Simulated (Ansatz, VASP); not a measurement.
# Cross-check of ZrTeSe between VASP and Ansatz, part 2 of 2

Aim: how closely do two programs agree when they are given the same cell, functional and k mesh? The structure shown is the start of the Ansatz relaxation below; VASP solves that cell, so the two are compared at the walk's first step.

VASP 6.6.1 and Ansatz 0.2.0.

So far. Step 3 (VASP: single point, PBE, start cell, pair 1): The run ends at a pressure of -0.26 GPa, with forces up to 0.073 eV/Å.

### Step 6. VASP: single point, PBE, start cell, pair 2

Level of this step: PBE; plane waves and PAW (Zr_sv, Se, Te) (VASP).

The same cell, functional, mesh and smearing now go to VASP, with its own data sets.

File INCAR:

```
SYSTEM = ZrTeSe
PREC = Accurate
ENCUT = 400
EDIFF = 1E-06
NELM = 120
ISMEAR = 1
SIGMA = 0.2
LREAL = .FALSE.
ALGO = Normal
GGA = PE
NBANDS = 18
LASPH = .TRUE.
LORBIT = 11
LWAVE = .FALSE.
LCHARG = .FALSE.
ISIF = 2
LDIPOL = .TRUE.
IDIPOL = 3
DIPOL = 0.5 0.5 0.332
LVHAR = .TRUE.
GGA_COMPAT = .FALSE.
NELMDL = -8
KPAR = 2
```

File POSCAR:

```
ZrTeSe
1.0
    3.8889826561      0.0000000000      0.0000000000
   -1.9444913281      3.5026760859      0.0000000000
    0.0000000000      0.0000000000     30.0000000000
Zr Se Te
1 1 1
Direct
    0.0005388737      0.0010777474      0.3368118000
    0.3306644610      0.6613289220      0.3850978000
    0.6687965687      0.3375933061      0.2747570667
```

File KPOINTS:

```
Automatic mesh
0
Gamma
12 12 1
0 0 0
```

PAW data sets: Zr_sv, Se and Te (PBE family, release 64).

Command:

```sh
> mpirun -np 2 vasp_std
```

Numbers of over 12 decimals in the logs are rounded to 6 here.

Output:

```text
[... set-up lines as in an earlier step ...]
 entering main loop
       N       E                     dE             d eps       ncg     rms          rms(c)
DAV:   1     0.138559371952E+03    0.13856E+03   -0.85989E+03  2052   0.765E+02
DAV:   2    -0.308497485826E+01   -0.14164E+03   -0.13845E+03  2126   0.185E+02
DAV:   3    -0.192672495649E+02   -0.16182E+02   -0.16144E+02  2886   0.573E+01
DAV:   4    -0.200116859867E+02   -0.74444E+00   -0.74323E+00  2302   0.971E+00
[...]
DAV:  25    -0.184957003300E+02   -0.11183E-05   -0.10420E-08  1344   0.324E-04    0.105E-04
DAV:  26    -0.184957019652E+02   -0.16352E-05   -0.32549E-08  1392   0.438E-04    0.160E-04
DAV:  27    -0.184957022710E+02   -0.30583E-06   -0.38953E-09  1278   0.194E-04
   1 F= -.18495702E+02 E0= -.18496411E+02  d E =0.212514E-02
```

Parts of OUTCAR (step 6):

```text
  Total       -0.4352972     -1.7587725     -0.2434450      0.0000000     -0.0677263      0.0000000
  in kB       -1.7066293     -6.8954561     -0.9544523      0.0000000     -0.2655280      0.0000000
  external PRESSURE =      -3.1855126 kB  Pullay stress =       0.0000000 kB

 POSITION                                       TOTAL-FORCE (eV/Angst)
 -----------------------------------------------------------------------------------
     -0.00000      0.00378     10.10435        -0.000000      0.011462      0.007013
     -0.00000      2.31642     11.55293         0.000000     -0.027013     -0.065423
      1.94449      1.18248      8.24271        -0.000000      0.015551      0.058410
 -----------------------------------------------------------------------------------
    total drift:                                0.000095      0.000046      0.000050

  FREE ENERGIE OF THE ION-ELECTRON SYSTEM (eV)
  ---------------------------------------------------
  free  energy   TOTEN  =       -18.4957022710 eV

  energy  without entropy=      -18.4978274114  energy(sigma->0) =      -18.49641065

[... 1 part as in an earlier step ...]

[... 2 further parts left out ...]
[key lines of the parts left out:]
E-fermi :  -2.7130
```

The run ends at a pressure of -0.32 GPa, with forces up to 0.071 eV/Å.

### Step 7. Comparison

What differs besides the data sets and the points named for the pairs above, as far as they apply: the data sets hold 44 valence electrons in Ansatz (on its PAW soft_1 files) and 24 in VASP. Total energies have different zeros and are not compared.

Forces (eV/Å; atoms numbered as in POSCAR):

```tsv
atom	Ansatz x, y, z	VASP x, y, z
Zr1	0.000, 0.011, 0.009	0.000, 0.011, 0.007
Se2	0.000, -0.026, -0.080	0.000, -0.027, -0.065
Te3	0.000, 0.015, 0.071	0.000, 0.016, 0.058
```

The forces differ by 6.5 meV/Å r.m.s., which is 20.6 % of the r.m.s. force of 0.031 eV/Å (both taken over all components). With vacuum in the cell, a pressure given here is an average over mostly empty space and none of the material.

### Step 8. Ansatz: relaxation, PBE

The two programs are compared at the cell with which this relaxation starts, whose forces are those of its first step.

The structure compared here is the start of the Ansatz relaxation; VASP solves that cell, so the two are compared at the walk's first step.

File input.yaml:

```yaml
crystal:
  lattice:
    - [4.0445419625, 0.0, 0.0]
    - [-2.0222709813, 3.3679577751, 0.0]
    - [0.0, 0.0, 30.0]
  atoms:
    - { symbol: Zr, position: [-0.0007318231, -0.0014636462, 0.3368132039] }
    - { symbol: Se, position: [0.3362040491, 0.6724080982, 0.3850943311] }
    - { symbol: Te, position: [0.664527774, 0.329055548, 0.2747591317] }
  periodic: [true, true, false]
kpoints:
  mp_grid: { grid: [12, 12, 1] }
hamiltonian:
  xc: pbe
  pseudopotentials: { kind: paw, azcp: { folder: soft_1 } }
scf:
  occupations: { method: methfessel_paxton, width: 0.2 }
output:
  forces: true
  stress: true
  eigenvalues: true
relax:
  adjacent_minimum: "off"
  f_tol: 0.001
  max_steps: 60
```

Command:

```sh
> ansatz run input.yaml --threads 4 --pin off --max-ram 16384MiB --backend cpu --events-out ev --progress --plain --runs-dir out
```

Output:

```text
[...]
Crystal: 3 atoms, lattice volume = 408.655 Å³
Basis set: ecut = 420 eV, 8065 PW (Γ), exchange–correlation on 60×54×432 points (8 copies of the dense FFT grid, shifted against one another)
Bands: 27, of which v1, the nominal top of the filled ones, is band 22 counted from 1 (21 counted from 0)
Symmetry: 2 space group operations
[...]
F+E_penalty+E_count = -16636.33748558 eV   max|allowed force component| = 3.679e-4 eV/Å
  cell:  # Å, volume = 408.6554 Å³
    - [4.0445419625, 3.002228375898769e-11, 0.0]
    - [-2.022270981275, 3.367958, 0.0]
    - [0.0, 0.0, 30.0]
  atoms:
    - { symbol: Zr, position: [-0.00102103, -0.00204206, 0.336844] }
    - { symbol: Se, position: [0.337124, 0.674248, 0.384766] }
    - { symbol: Te, position: [0.663897, 0.327794, 0.275057] }
[key lines of the parts left out:]
SCF converged after 5 iterations
Free energy (F): -16636.337486 eV
Fermi energy:    -4.902337 eV
P = ½ c Tr σ = -1.1125 N/m
```

### Step 9. VASP: single point, PBE, start cell, pair 3

The same cell, functional, mesh and smearing now go to VASP, with its own data sets.

INCAR is that of step 6.

File POSCAR:

```
ZrTeSe
1.0
    4.0445419625      0.0000000000      0.0000000000
   -2.0222709813      3.3679577751      0.0000000000
    0.0000000000      0.0000000000     30.0000000000
Zr Se Te
1 1 1
Direct
    0.9992682509      0.9985365018      0.3368132000
    0.3362040369      0.6724080737      0.3850943333
    0.6645277502      0.3290554912      0.2747591333
```

KPOINTS is that of step 6.

Command:

```sh
> mpirun -np 2 vasp_std
```

Output:

```text
[... set-up lines as in an earlier step ...]
 entering main loop
       N       E                     dE             d eps       ncg     rms          rms(c)
DAV:   1     0.140262856143E+03    0.14026E+03   -0.86499E+03  2052   0.767E+02
DAV:   2    -0.328504719729E+01   -0.14355E+03   -0.14101E+03  2144   0.185E+02
DAV:   3    -0.194181562421E+02   -0.16133E+02   -0.16093E+02  2862   0.576E+01
DAV:   4    -0.200131256375E+02   -0.59497E+00   -0.59367E+00  2332   0.941E+00
[...]
DAV:  25    -0.184960139290E+02   -0.10417E-05   -0.86948E-09  1320   0.310E-04    0.100E-04
DAV:  26    -0.184960156310E+02   -0.17019E-05   -0.35549E-08  1390   0.445E-04    0.149E-04
DAV:  27    -0.184960159406E+02   -0.30961E-06   -0.39401E-09  1276   0.195E-04
   1 F= -.18496016E+02 E0= -.18496794E+02  d E =0.233278E-02
```

OUTCAR, selected parts (step 9):

```text
  Total       -1.7388400     -0.4464821     -0.2442643      0.0000000      0.0810588     -0.0000000
  in kB       -6.8173089     -1.7504811     -0.9576644      0.0000000      0.3177998     -0.0000000
  external PRESSURE =      -3.1751515 kB  Pullay stress =       0.0000000 kB

 POSITION                                       TOTAL-FORCE (eV/Angst)
 -----------------------------------------------------------------------------------
      2.02227      3.36303     10.10440         0.000000     -0.016278      0.006441
      0.00000      2.26464     11.55283        -0.000000      0.033450     -0.065315
      2.02227      1.10825      8.24277         0.000000     -0.017172      0.058874
 -----------------------------------------------------------------------------------
    total drift:                               -0.000005      0.000269     -0.000149

  FREE ENERGIE OF THE ION-ELECTRON SYSTEM (eV)
  ---------------------------------------------------
  free  energy   TOTEN  =       -18.4960159406 eV

  energy  without entropy=      -18.4983487166  energy(sigma->0) =      -18.49679353

[... 1 part as in an earlier step ...]

[... 2 further parts left out ...]
[key lines of the parts left out:]
E-fermi :  -2.7147
```

The run ends at a pressure of -0.32 GPa, with forces up to 0.073 eV/Å.

### Step 10. Differences

What differs besides the data sets and the points named for the pairs above, as far as they apply: the data sets hold 44 valence electrons in Ansatz (on its PAW soft_1 files) and 24 in VASP. Total energies have different zeros and are not compared.

Forces (eV/Å; atoms numbered as in POSCAR):

```tsv
atom	Ansatz x, y, z	VASP x, y, z
Zr1	0.000, -0.015, 0.008	0.000, -0.016, 0.006
Se2	0.000, 0.032, -0.080	0.000, 0.033, -0.065
Te3	0.000, -0.017, 0.072	0.000, -0.017, 0.059
```

The forces differ by 6.5 meV/Å r.m.s., which is 19.9 % of the r.m.s. force of 0.032 eV/Å (both taken over all components). With vacuum in the cell, a pressure given here is an average over mostly empty space and none of the material.

### Step 11. Outcome

```
r.m.s. force difference (single point, PBE, start cell, pair 1) : 6.6 meV/Å
r.m.s. force difference (single point, PBE, start cell, pair 2) : 6.5 meV/Å
r.m.s. force difference (single point, PBE, start cell, pair 3) : 6.5 meV/Å
```

In words: The r.m.s. force difference is 6.6 meV/Å (single point, PBE, start cell, pair 1), within the 12 meV/Å picked in this series as the mark of a large difference. The data sets hold unlike numbers of valence electrons (44 in Ansatz and 24 in VASP), so part of the differences comes from the potentials. 7 further runs of this series are not shown here. Such differences can come from data sets, numerical settings and the points named under the comparisons, not from the functional's error against experiment.

[Lines on the potential files, build, host, timing and source positions are cut from VASP's logs without a mark.]

[Logs are printed without paths, hosts, clocks, repeated set-up lines and the standing remarks that a program may print on its own settings, such as how far it seeks lower states.]

[Hosts, paths, dates, database ids (printed as entryN), source tags and the programs' standing remarks are cut or masked in the printed files.]
